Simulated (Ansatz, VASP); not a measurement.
**MgCdO in VASP and in Ansatz**

```
Mg Cd O
1.0
     3.75971    0.00000    0.00000
     0.00000    3.75971    0.00000
     0.00000    0.00000    3.76537
Mg Cd O
1 1 1
Cartesian
  1.8799 1.8799 1.8827
  0.0000 0.0000 0.0000
  1.8799 1.8799 0.0000
```

Change from the starting cell: species swapped into the LiHPd type (P4/mmm, No. 123).

Alike in both runs: functional PBE; k mesh 12 × 12 × 12; occupations gaussian, width 0.1 eV; no spin polarisation.

Ansatz relaxed the structure, and its values are those at the end. VASP's run is a single point on that final structure, the one shown.

```csv
,VASP,Ansatz
version,VASP 6.6.1,Ansatz 0.2.0
potentials or method,"VASP PAW PBE potentials, release 64 (Mg, Cd, O)","scalar-relativistic, plane waves, PAW"
plane-wave cutoff (eV),520,420
valence electrons in the cell,20,36
```

```csv
,VASP,Ansatz,Ansatz less VASP
gap on the k mesh at the Fermi level (eV),none,none,-
pressure (GPa),0.0,0.0,+0.01
```

A gap of «none» marks a metal or a gap that the smearing closes. The two sets of potentials don't hold the same shells in valence.
